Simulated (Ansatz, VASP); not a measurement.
# Al2O3 (Corundum) in two plane-wave programs

Wanted: the spread between two codes on one cell, functional and k mesh. The cell is taken from a series of runs on this material, whose earlier steps may have relaxed, scaled, displaced or heated it; both programs get it as it stands.

Calculated with Ansatz 0.2.0; plane waves, with VASP 6.6.1 beside it; zone-centre phonons at LDA.

**1. The structure**

Symmetry: R-3c, No. 167, trigonal system. Conventional cell: a = 4.759 Å, b = 4.759 Å, c = 12.981 Å, α = 90.00°, β = 90.00°, γ = 120.00°. O has 4 Al at 1.86 to 1.97 Å nearest. Nearest to Al lie 6 O at 1.86 to 1.97 Å. Farther neighbours and most contacts between anions are not listed.

Coordinates:

```cif
data_structure
_symmetry_space_group_name_H-M 'R-3c:H'
_symmetry_Int_Tables_number 167
_cell_length_a 4.7589
_cell_length_b 4.7589
_cell_length_c 12.9813
_cell_angle_alpha 90.000
_cell_angle_beta 90.000
_cell_angle_gamma 120.000
_cell_volume 254.61
loop_
_atom_site_label
_atom_site_type_symbol
_atom_site_symmetry_multiplicity
_atom_site_Wyckoff_symbol
_atom_site_fract_x
_atom_site_fract_y
_atom_site_fract_z
_atom_site_occupancy
O1 O 18 e 0.63895 0.66667 0.41667 1
Al1 Al 12 c 0.66667 0.33333 0.18535 1
```

**2. Ansatz: zone-centre phonons, LDA**

Ansatz runs on its PAW soft_1 files.

Second derivatives magnify differences that forces hide, and they need a tight electronic threshold.

input.yaml reads:

```yaml
crystal:
  lattice:
    - [2.3794623449, 1.3737832254, 4.3271063512]
    - [-2.3794623449, 1.3737832254, 4.3271063512]
    - [0.0, -2.7475664507, 4.3271063512]
  atoms:
    - { symbol: O, position: [0.5556130684, 0.9443869316, 0.25] }
    - { symbol: O, position: [0.25, 0.5556130684, 0.9443869316] }
    - { symbol: O, position: [0.9443869316, 0.25, 0.5556130684] }
    - { symbol: O, position: [0.4443869316, 0.0556130684, 0.75] }
    - { symbol: O, position: [0.75, 0.4443869316, 0.0556130684] }
    - { symbol: O, position: [0.0556130684, 0.75, 0.4443869316] }
    - { symbol: Al, position: [0.3520122138, 0.3520122138, 0.3520122138] }
    - { symbol: Al, position: [0.1479877862, 0.1479877862, 0.1479877862] }
    - { symbol: Al, position: [0.6479877862, 0.6479877862, 0.6479877862] }
    - { symbol: Al, position: [0.8520122138, 0.8520122138, 0.8520122138] }
kpoints:
  mp_grid: { grid: [6, 6, 6] }
hamiltonian:
  xc: lda
  pseudopotentials: { kind: paw, azcp: { folder: soft_1 }, xc_functional: pbe }
scf:
  occupations: { method: fixed }
output:
  eigenvalues: true
phonons:
  method: dfpt
  dielectric: true
  rigid_motions: translations
```

Command:

```sh
> ansatz run input.yaml --threads 8 --pin off --max-ram 20480MiB --backend cpu --events-out ev --progress --plain --runs-dir out
```

Numbers of over 12 decimals in the logs are rounded to 6 here.

Output:

```text
Engine: ansatz 0.2.0, aarch64-unknown-linux-gnu
Pseudopotentials: kind: paw
Pseudopotential: O, paw, valence charge 6, recommended cutoff 420 eV (normal), soft_1/O.paw.azcp
Pseudopotential: Al, paw, valence charge 3, recommended cutoff 420 eV (normal), soft_1/Al.paw.azcp
Functional definition: SPW92
  exchange = slater_x
  correlation = pw_c
Crystal: 10 atoms, lattice volume = 84.868 Å³
Basis set: ecut = 420 eV, 1641 PW (Γ), exchange–correlation on 72×72×72 points (8 copies of the dense FFT grid, shifted against one another)
Bands: 34, of which v1, the nominal top of the filled ones, is band 24 counted from 1 (23 counted from 0)
Symmetry: 12 space group operations
k-points: 112 of 216 (irreducible under 1 space group operation, time reversal used)
Non-local potential: O, projectors of the file, l = 0: 2, l = 1: 2, l = 2: 1
Non-local potential: Al, projectors of the file, l = 0: 2, l = 1: 2, l = 2: 1
PAW form: soft (Blöchl's): semilocal exchange-correlation on the pseudo side does not see the compensation charge
PAW frozen core: O, regenerated for the run's functional, and the local potential with it (the file was generated under x = pbe(κ = 0.804, μ = 0.219515), c = pbe(β = 0.066725))
PAW frozen core: Al, regenerated for the run's functional, and the local potential with it (the file was generated under x = pbe(κ = 0.804, μ = 0.219515), c = pbe(β = 0.066725))
PAW one-centre angular grid: O, 110 points (default); XC on 64 Gauss nodes
PAW one-centre angular grid: Al, 110 points (default); XC on 64 Gauss nodes
Initial density: superposition of atomic densities (chi_scale 0.1, normalization cell, long waves kept (reshape's long-wave potential 0.00 eV rms))
Initial wavefunctions: pseudopotential atomic-orbital guess
Functional: x = slater, c = lda
SCF iter   1: F=—  HF=-5403.441958 eV  |F-HF|=—  |Δ(HF+E_count)|=         —  Δρ=1.20e-1  dr2=1.14e1  ethr=3.10e-3  ⟨swp⟩=5.1  Hψ=14526  notcnv=0  defer=749
preconditioner: auto → Resta (q_TF=auto, 2.481 Å⁻¹)  ε∞=3.3  [insulator: Δε(μ)=7.263 eV  Ē_g=18.325 eV  n_scr=20 (ndim 8)  ℏωp=27.9 eV  f_vac=0.000  ε∞_Penn≈3.3]
SCF iter   2: F=—  HF=-5400.131424 eV  |F-HF|=—  |Δ(HF+E_count)|=    3.31e0  Δρ=4.10e-2  dr2=6.87e-1  ethr=3.10e-3  ⟨swp⟩=2.7  Hψ=8170  notcnv=0  defer=793
SCF iter   3: F=—  HF=-5399.927940 eV  |F-HF|=—  |Δ(HF+E_count)|=   2.03e-1  Δρ=2.01e-2  dr2=1.96e-1  ethr=1.43e-3  ⟨swp⟩=1.9  Hψ=3528  notcnv=0  defer=853
SCF iter   4: F=—  HF=-5399.865697 eV  |F-HF|=—  |Δ(HF+E_count)|=   6.22e-2  Δρ=1.28e-3  dr2=7.03e-4  ethr=4.08e-4  ⟨swp⟩=2.9  Hψ=5143  notcnv=0  defer=893
SCF iter   5: F=—  HF=-5399.865794 eV  |F-HF|=—  |Δ(HF+E_count)|=   9.68e-5  Δρ=1.27e-4  dr2=1.94e-5  ethr=1.46e-6  ⟨swp⟩=2.2  Hψ=5719  notcnv=0  defer=896
SCF iter   6: F=—  HF=-5399.865795 eV  |F-HF|=—  |Δ(HF+E_count)|=   2.92e-7  Δρ=3.33e-5  dr2=9.70e-7  ethr=4.03e-8  ⟨swp⟩=2.7  Hψ=6180  notcnv=0  defer=744
SCF iter   7: F=—  HF=-5399.865794 eV  |F-HF|=—  |Δ(HF+E_count)|=   9.90e-7  Δρ=4.14e-6  dr2=1.08e-8  ethr=2.02e-9  ⟨swp⟩=2.0  Hψ=6495  notcnv=0  defer=566
SCF iter   8: F=—  HF=-5399.865794 eV  |F-HF|=—  |Δ(HF+E_count)|=   1.45e-9  Δρ=5.78e-7  dr2=1.43e-10  ethr=2.25e-11  ⟨swp⟩=2.0  Hψ=5927  notcnv=0  defer=566
SCF iter   9: F=-5399.865794 eV  HF=-5399.865794 eV  |F-HF|=1.82e-12  |Δ(HF+E_count)|=  3.64e-12  Δρ=6.14e-8  dr2=2.18e-12  ethr=1.00e-12  ⟨swp⟩=14.9  Hψ=25547  notcnv=0
SCF 1 converged in 9 iterations: F = -5399.865794 eV  dr2 = 2.18e-12
  greatest PAW one-centre occupation: 0.852 electrons in one spin orbital (limit 2), on the O atom at site 5 (counted from 0), in its partial waves of l = 0
NSCF: frozen V_eff on 6 k-points
DFPT response loops at Γ: preconditioner auto → none (the input reference at scf.mixing.eps_inf says where Resta's filter doesn't serve); β = 0.50; Broyden in place of MSR1
SCF converged after 9 iterations
Free energy (F): -5399.865794 eV
Harris-Foulkes:  -5399.865794 eV  (|F-HF|=1.82e-12)
Internal energy: -5399.865794 eV  (E = F + TS)
E sigma→0 (E₀):  -5399.865794 eV
Fermi energy:    7.362756 eV
--- Per-component energies (eV) ---
  E_band       = 51.292659
  E_kinetic    = 1134.105522
  E_local      = -1961.727716  (includes V_loc(G=0)·N_el)
  E_nonlocal   = 366.089088
  E_hartree    = 738.006333
  E_xc         = -583.397932
  E_vxc        = -676.057776  (∫ρ·V_xc dr)
  E_paw        = -2695.705335  (= ΣΔE_a)
  E_vpaw       = -287.133944  (= ΣTr[D̂ρ^β])
  E_aug_tail   = 0.004863  (compensation charges beyond the density's cutoff)
  E_ewald      = -2398.045010
  E_core_change = 0.804395  (= ΣΔE_core)
  E_smearing   = -0.000000  (= −TS)
  E_closure    = 0.000000  (closes the sum)
  Σ components = -5399.865794   (vs F -5399.865794, Δ=0.00e0)
--- Band table (eV; the first three rows and the last of 112) ---
  k-point 0: bands = [... 20 lower, 6.8693, 7.3356, 7.3356, 7.3628, 13.5597, 16.3437, 17.9361, 18.7655, ... 6 higher]
  k-point 1: bands = [... 20 lower, 6.6740, 7.0237, 7.2952, 7.3155, 14.1785, 16.8437, 17.5324, 18.3256, ... 6 higher]
  k-point 2: bands = [... 20 lower, 6.5121, 6.8194, 7.1438, 7.1816, 15.4625, 17.0291, 17.3167, 17.7543, ... 6 higher]
  k-point 111: bands = [... 20 lower, 6.9949, 6.9949, 6.9949, 6.9949, 15.9376, 15.9376, 18.2456, 18.2456, ... 6 higher]
--- Phonons (Γ-DFPT): 5 representative perturbations + reference, on 112 of 216 k-points (Σ response iterations 15) ---
  k mesh reduced under 1 symmetry operation, with k and −k counted as one. Each operation leaves every solved perturbation unchanged. A smaller set is not considered because the run solves the response to a homogeneous field
  ASR residual: 3.098e-5 → 0.000e0 eV/Å²; symmetrization residual: 2.098e-5 eV/Å²
  ASR residual per site (eV/Å²): 3.10e-5 2.67e-5 2.67e-5 3.10e-5 2.67e-5 2.67e-5 2.42e-5 2.42e-5 2.42e-5 2.42e-5
  Γ frequencies (cm⁻¹): 0.00 0.00 0.00 299.18 366.76 366.76 376.24 376.24 387.52 408.52 420.48 420.48 426.99 426.99 435.78 435.78 515.37 553.86 553.86 562.10 562.10 563.73 589.96 612.88 612.88 624.17 675.53 727.00 727.00 729.91
  ε∞ (high-frequency dielectric tensor):
        3.267686     0.000000     0.000000
        0.000000     3.267686    -0.000000
        0.000000    -0.000000     3.228914
  ε⁰ (static dielectric tensor: ions relaxed, cell fixed):
        9.741814    -0.000000    -0.000000
       -0.000000     9.741814     0.000000
       -0.000000     0.000000    11.795454
  ε⁰ − ε∞ (ionic part):
        6.474129    -0.000000    -0.000000
       -0.000000     6.474129     0.000000
       -0.000000     0.000000     8.566540
  softest optical mode at Γ: 299.18 cm⁻¹; the repairs (sum rule, projections) moved no ω² at Γ by more than (3.42 cm⁻¹)²
  Born effective charges Z* (e; rows j = field, columns β = displacement):
    site 0:
        -2.08367   -0.00000    0.00000
        -0.00000   -1.88207    0.26613
         0.00000    0.35903   -1.96203
    site 1:
        -1.93247    0.08729   -0.23048
         0.08729   -2.03327   -0.13307
        -0.31093   -0.17952   -1.96203
    site 2:
        -1.93247   -0.08729    0.23048
        -0.08729   -2.03327   -0.13307
         0.31093   -0.17952   -1.96203
    site 3:
        -2.08367   -0.00000    0.00000
        -0.00000   -1.88207    0.26613
         0.00000    0.35903   -1.96203
    site 4:
        -1.93247    0.08729   -0.23048
         0.08729   -2.03327   -0.13307
        -0.31093   -0.17952   -1.96203
    site 5:
[...]
site 6:
[...]
site 7:
[...]
site 8:
[...]
site 9:
[...]
Z* charge neutrality: 6.355e-6 e pre-enforcement
  k-mesh period / interband length: 28.6 Å / 1.25 Å = 22.87 at k = (0.0000, 0.0000, 0.0000), direct gap 6.197 eV — 14 or more, which is no proof of convergence
  optical modes at Γ without the LO–TO term, one row a degenerate level:
      ω (cm⁻¹)  modes    IR ((D/Å)²/amu)
[...]
optical modes at Γ + LO–TO along q̂ = [1.0000, 0.0000, 0.0000]:
      ω (cm⁻¹)  modes    IR ((D/Å)²/amu)
[...]
optical modes at Γ + LO–TO along q̂ = [0.0000, 1.0000, 0.0000]:
      ω (cm⁻¹)  modes    IR ((D/Å)²/amu)
[...]
optical modes at Γ + LO–TO along q̂ = [0.0000, 0.0000, 1.0000]:
      ω (cm⁻¹)  modes    IR ((D/Å)²/amu)
[...]
562.10      2             0.0000
        589.96      1             0.0000
        612.88      2             6.4236
        624.17      1             0.0000
        675.53      1             0.0000
        727.00      2             0.0000
        729.91      1             0.0000
        852.33      1            62.2008
```

(Continued in part 2 of 3.)

[Lines on the potential files, build, host, timing and source positions are cut from VASP's logs without a mark.]

[Logs are printed without paths, hosts, clocks, repeated set-up lines and the standing remarks that a program may print on its own settings, such as how far it seeks lower states.]

[Hosts, paths, dates, database ids (printed as entryN), source tags and the programs' standing remarks are cut or masked in the printed files.]
